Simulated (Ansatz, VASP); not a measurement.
**Ba: VASP beside Ansatz**

Aim: how closely do two programs agree when they are given the same cell, functional and k mesh? Of the first pair: The structure shown is the start of the Ansatz relaxation below; VASP solves that cell, so the two are compared at the walk's first step.

Program: Ansatz 0.2.0. Level of theory: plane waves, with VASP 6.6.1 beside it; single point at LDA. Results are calculated unless marked as measured.

### Step 1. Set-up

The cell holds 5 atoms: 5 Ba. Its edges and angles: a = 4.347 Å, b = 4.347 Å, c = 52.197 Å, α = 90.0°, β = 90.0°, γ = 70.5°. Vacuum lies along c. The height across the vacuum is the one that the program set for its solve, not the one typed.

Coordinates:

```cif
data_structure
_symmetry_space_group_name_H-M 'P 1'
_symmetry_Int_Tables_number 1
_cell_length_a 4.3475
_cell_length_b 4.3475
_cell_length_c 52.1974
_cell_angle_alpha 90.000
_cell_angle_beta 90.000
_cell_angle_gamma 70.529
_cell_volume 930.13
loop_
_atom_site_label
_atom_site_type_symbol
_atom_site_fract_x
_atom_site_fract_y
_atom_site_fract_z
_atom_site_occupancy
Ba1 Ba 0.00000 0.00000 0.12453 1
Ba2 Ba 0.50000 0.50000 0.19253 1
Ba3 Ba 0.00000 0.00000 0.26054 1
Ba4 Ba 0.50000 0.50000 0.32854 1
Ba5 Ba 0.00000 0.00000 0.39655 1
```

### Step 2. Ansatz: relaxation, LDA

Ansatz runs on its default PAW (the set named soft_2) files.

The two programs are compared at the cell with which this relaxation starts, whose forces are those of its first step.

File input.yaml:

```yaml
crystal:
  lattice:
    - [2.51, 3.54968, 0.0]
    - [-2.51, 3.54968, 0.0]
    - [0.0, 0.0, 27.1987]
  atoms:
    - { symbol: Ba, position: [0.0, 0.0, 0.238982] }
    - { symbol: Ba, position: [0.5, 0.5, 0.369491] }
    - { symbol: Ba, position: [0.0, 0.0, 0.5] }
    - { symbol: Ba, position: [0.5, 0.5, 0.630509] }
    - { symbol: Ba, position: [0.0, 0.0, 0.761018] }
  periodic: [true, true, false]
kpoints:
  mp_grid: { grid: [8, 8, 1] }
hamiltonian:
  xc: lda
scf:
  occupations: { method: gaussian, width: 0.1 }
output:
  forces: true
  stress: true
  eigenvalues: true
  write_density: true
  write_potential: true
  elf: true
  volumetric_format: npy
relax:
  adjacent_minimum: "off"
  f_tol: 0.005
  max_steps: 80
  cell: { stress_2d_tol: 0.02 }
```

Command:

```console
> ansatz run input.yaml --threads 8 --pin off --max-ram 14336MiB --backend cpu --events-out ev --progress --plain --runs-dir out
```

Numbers of over 12 decimals in the logs are rounded to 6 here.

Output:

```text
Warning: crystal.periodic: the lattice vector that does not repeat stood 0.000° off the slab's normal, 27.199 Å along it as the deck builds it. The run solves the slab on a vector along the normal, 52.197 Å long, with every atom where it was (on the deck's vector they left 13.00 Å outside them, and the widest stretch free of ions among them is 3.55 Å). A fractional position that the run reports is one of the run's ce [...]
crystal.periodic: the lattice vector that does not repeat stood 0.000° off the slab's normal, 27.199 Å along it as the deck builds it. The run solves the slab on a vector along the normal, 52.197 Å long, with every atom where it was (on the deck's vector they left 13.00 Å outside them, and the widest stretch free of ions among them is 3.55 Å). A fractional position that the run reports is one of the run's cell, which [...]
Engine: ansatz 0.2.0, aarch64-unknown-linux-gnu
Pseudopotentials: kind: paw
Pseudopotential: Ba, paw, valence charge 10, recommended cutoff 420 eV (normal), Ba.paw.azcp
Functional definition: SPW92
  exchange = slater_x
  correlation = pw_c
Crystal: 5 atoms, lattice volume = 930.126 Å³
Basis set: ecut = 420 eV, 18221 PW (Γ)
Bands: 30, of which v1, the nominal top of the filled ones, is band 25 counted from 1 (24 counted from 0)
Symmetry: 8 space group operations
Space group: Cmmm (ITA 65), of the structure as read, at distance tolerance 9.8e-5 Å
k-points: 21 of 64
Non-local potential: Ba, projectors of the file, l = 0: 3, l = 1: 2, l = 2: 2, l = 3: 2
PAW form: soft (Blöchl's): semilocal exchange-correlation on the pseudo side does not see the compensation charge
PAW frozen core: Ba, regenerated for the run's functional, and the local potential with it (the file was generated under x = pbe(κ = 0.804, μ = 0.219515), c = pbe(β = 0.066725))
PAW one-centre angular grid: Ba, 194 points (default); XC on 64 Gauss nodes
Initial density: superposition of atomic densities (neutral atoms: chi_scale 0, normalization atom), corrected by the library's trained network
Initial wavefunctions: pseudopotential atomic-orbital guess
Functional: x = slater, c = lda
SCF iter   1: F=—  HF=-28896.875390 eV  |F-HF|=—  |Δ(HF+E_count)|=         —  Δρ=1.89e-3  dr2=7.71e-2  ethr=1.77e-3  ⟨swp⟩=21.0  Hψ=6176  notcnv=0
preconditioner: auto → LDOS  [metal: Δε(μ)=0.032 eV  Ē_g=1.266 eV  σ=0.100 eV  W_gap=0.18  n_scr=70 (ndim 8)  ℏωp=3.9 eV  f_vac=0.613  D(μ)=6.00/eV (n_scr^D=16)  β→1.0]
SCF iter   2: F=—  HF=-28896.874290 eV  |F-HF|=—  |Δ(HF+E_count)|=   1.10e-3  Δρ=5.17e-4  dr2=7.73e-3  ethr=1.54e-4  ⟨swp⟩=3.2  Hψ=1451  notcnv=0  defer=1
SCF iter   3: F=—  HF=-28896.873345 eV  |F-HF|=—  |Δ(HF+E_count)|=   9.45e-4  Δρ=1.62e-4  dr2=7.80e-4  ethr=1.55e-5  ⟨swp⟩=2.9  Hψ=1472  notcnv=0  defer=1
[...]
SCF iter   8: F=-28897.118717 eV  HF=-28897.118717 eV  |F-HF|=1.38e-10  |Δ(HF+E_count)|=  4.73e-11  Δρ=1.96e-8  dr2=4.81e-12  ethr=1.00e-12  ⟨swp⟩=15.0  Hψ=5395  notcnv=0
SCF 8 converged in 8 iterations: F = -28897.118717 eV  dr2 = 4.81e-12
relax step   8: F+E_penalty+E_count = -28897.11871661 eV  Δ(F+E_penalty+E_count) = -2.182e-5 eV  max|allowed force component| = 4.434e-4 eV/Å  Δτ_max = 0.0061 Å  P = +0.002 N/m  Ω = 823.092 Å³  energy of the carried Pulay correction = +2.875e-4 eV  fix = [c, alpha, beta]  reactions: c +0.000 N/m  (8 SCF iters, dr2 threshold 2.36e-10 eV, accepted)
Initial wavefunctions: pseudopotential atomic-orbital guess (no wavefunctions were taken with the density)
iter 1 solved again at ethr=2.07e-7 eV; its pass at ethr=3.10e-3 eV (dr2=1.04e-4 eV) is discarded
SCF iter   1: F=—  HF=-28897.118411 eV  |F-HF|=—  |Δ(HF+E_count)|=         —  Δρ=7.91e-6  dr2=5.43e-8  ethr=2.07e-7  ⟨swp⟩=9.9  Hψ=9887  notcnv=0
eigensolver tolerance schedule: the retry pair's looser diagonalisation over-reported the residual by 1907.55 of it (diagonalisation noise at 0.15 of the residual, at the tolerance the schedule requests for it); recorded, not acted on — ethr = c·dr2/N_el stays at c = 1.0e-1
preconditioner: auto → LDOS  [metal: Δε(μ)=0.007 eV  Ē_g=1.267 eV  σ=0.100 eV  W_gap=0.04  n_scr=56 (ndim 8)  ℏωp=4.1 eV  f_vac=0.631  D(μ)=5.04/eV (n_scr^D=16)  β→1.0]
SCF iter   2: F=—  HF=-28897.118545 eV  |F-HF|=—  |Δ(HF+E_count)|=   1.34e-4  Δρ=4.81e-7  dr2=1.18e-8  ethr=1.09e-10  ⟨swp⟩=5.4  Hψ=2001  notcnv=0
SCF iter   3: F=—  HF=-28897.118545 eV  |F-HF|=—  |Δ(HF+E_count)|=  7.35e-10  Δρ=2.09e-7  dr2=4.92e-9  ethr=2.35e-11  ⟨swp⟩=2.7  Hψ=1093  notcnv=0
SCF iter   4: F=—  HF=-28897.118545 eV  |F-HF|=—  |Δ(HF+E_count)|=  6.51e-10  Δρ=9.18e-8  dr2=4.77e-10  ethr=9.84e-12  ⟨swp⟩=2.0  Hψ=738  notcnv=0
SCF iter   5: F=—  HF=-28897.118545 eV  |F-HF|=—  |Δ(HF+E_count)|=  8.37e-11  Δρ=2.21e-8  dr2=4.85e-11  ethr=1.00e-12  ⟨swp⟩=2.3  Hψ=1060  notcnv=0
SCF iter   6: F=—  HF=-28897.118545 eV  |F-HF|=—  |Δ(HF+E_count)|=  3.27e-11  Δρ=6.47e-9  dr2=3.46e-12  ethr=1.00e-12  ⟨swp⟩=1.0  Hψ=630  notcnv=0
SCF iter   7: F=—  HF=-28897.118545 eV  |F-HF|=—  |Δ(HF+E_count)|=  1.24e-10  Δρ=6.12e-9  dr2=2.73e-12  ethr=1.00e-12  ⟨swp⟩=11.5  Hψ=3850  notcnv=0
SCF iter   8: F=-28897.118545 eV  HF=-28897.118545 eV  |F-HF|=1.46e-11  |Δ(HF+E_count)|=  8.73e-11  Δρ=3.72e-9  dr2=1.03e-12  ethr=1.00e-12  ⟨swp⟩=5.2  Hψ=2594  notcnv=0
SCF 9 converged in 8 iterations: F = -28897.118545 eV  dr2 = 1.03e-12
relax step   9: F+E_penalty+E_count = -28897.11854520 eV  Δ(F+E_penalty+E_count) = +1.714e-4 eV  max|allowed force component| = 4.438e-4 eV/Å  Δτ_max = 0.0000 Å  P = +0.001 N/m  Ω = 823.092 Å³  fix = [c, alpha, beta]  reactions: c +0.000 N/m  stress off target by 7.28e-3 N/m on what of the cell is left free  SCF on the basis re-selected at this cell (its energy is not comparable with the rows above)  (8 SCF iters)
basis re-selected at this cell: Δ(F+E_penalty+E_count) = +1.714e-4 eV, ΔP = -0.001 N/m vs the last step (what re-selecting the basis moved, of the pressure what is left beyond the Pulay correction that the steps carried, after the strain that the cell walked since its last selection, with what the two solves' SCF thresholds leave and, on support functions, any second-order correction that the steps lacked; it is no m [...]
WARN: The output density's exchange-correlation potential varies sharply where the density is thin. Do not read a vacuum level from v_tot or v_xc, or from such a field of the output density. On a cell that repeats whose density bears no net charge and no dipole along the vacuum's axis use v_es (v_loc + v_h of the components); under efield.dipole_correction with no amplitude use v_es + v_field, which holds any externa [...]
SCF converged after 8 iterations
Free energy (F): -28897.118545 eV
Harris-Foulkes:  -28897.118545 eV  (|F-HF|=1.46e-11)
Internal energy: -28897.093343 eV  (E = F + TS)
E sigma→0 (E₀):  -28897.105944 eV
Entropy (-TS):   -0.025202 eV (-5.040 meV/atom)
Fermi energy:    -2.596949 eV
--- Per-component energies (eV) ---
  E_band       = -840.522370
  E_kinetic    = 837.226762
  E_local      = -109177.888951  (includes V_loc(G=0)·N_el)
  E_nonlocal   = 302.231094
  E_hartree    = 54030.951091
  E_xc         = -827.435733
  E_vxc        = -670.367655  (∫ρ·V_xc dr)
  E_paw        = -25288.974977  (= ΣΔE_a)
  E_vpaw       = -193.625837  (= ΣTr[D̂ρ^β])
  E_aug_tail   = -0.000011  (compensation charges beyond the density's cutoff)
  E_ewald      = 51225.384804
  E_core_change = 1.412578  (= ΣΔE_core)
  E_smearing   = -0.025202  (= −TS)
  E_closure    = 0.000000  (closes the sum)
  Σ components = -28897.118545   (vs F -28897.118545, Δ=0.00e0)
--- Forces (eV/Å), atoms counted from 1 ---
  atom   1  Ba     0.00000000     0.00000000    -0.00001580
  atom   2  Ba     0.00000000    -0.00000000    -0.00044378
  atom   3  Ba     0.00000000    -0.00000000     0.00000000
  atom   4  Ba     0.00000000     0.00000000     0.00044378
  atom   5  Ba     0.00000000     0.00000000     0.00001580
  max |Σ_I F_I| component: 2.71e-20 eV/Å
--- 2D stress c σ (N/m, compression-positive) ---
        0.007280       0.000000       0.000000
        0.000000      -0.004894       0.000000
        0.000000       0.000000       0.000000
  P = ½ c Tr σ = 0.0012 N/m
--- Band table (eV; the first three rows and the last of 21) ---
  k-point 0: bands = [... 21 lower, -4.9449, -4.4339, -3.9400, -3.6733, -2.2184, -2.1912, -1.7164 (-1.7164°), -1.6188, ... 1 higher]
  k-point 1: bands = [... 21 lower, -4.6907, -4.1917, -3.6860, -3.3982, -2.1755, -2.1368, -1.7663, -1.6999, ... 1 higher]
  k-point 2: bands = [... 21 lower, -4.0898, -3.6922, -3.2264, -2.8372, -2.1663, -2.1256, -1.9243, -1.9039, ... 1 higher]
  k-point 20: bands = [... 21 lower, -3.3090, -3.2757, -3.2695, -3.0887, -3.0038, -2.9896, -2.4322, -1.6911, ... 1 higher]
  ° read free of the cell's end (the report's vacuum.weakly_bound_levels)
--- Relaxed structure (8 steps of the walk, 8 accepted, 1 SCFs on fresh bases) ---
  F+E_penalty+E_count = -28897.11854520 eV   max|allowed force component| = 4.438e-4 eV/Å   (the final SCF, on the basis selected at the relaxed cell)
  cell:  # Å, volume = 823.0923 Å³
    - [2.300543, 3.427199, 0.0]
    - [-2.300543, 3.427199, 0.0]
    - [0.0, 0.0, 52.197401]
  atoms:
    - { symbol: Ba, position: [0, 0, 0.131180] }
    - { symbol: Ba, position: [0.5, 0.5, 0.195382] }
    - { symbol: Ba, position: [0, 0, 0.260537] }
    - { symbol: Ba, position: [0.5, 0.5, 0.325691] }
    - { symbol: Ba, position: [0, 0, 0.389894] }
```

(Part 1 of 2 ends here.)

[Lines on the potential files, build, host, timing and source positions are cut from VASP's logs without a mark.]

[Logs are printed without paths, hosts, clocks, repeated set-up lines and the standing remarks that a program may print on its own settings, such as how far it seeks lower states.]

[Hosts, paths, dates, database ids (printed as entryN), source tags and the programs' standing remarks are cut or masked in the printed files.]
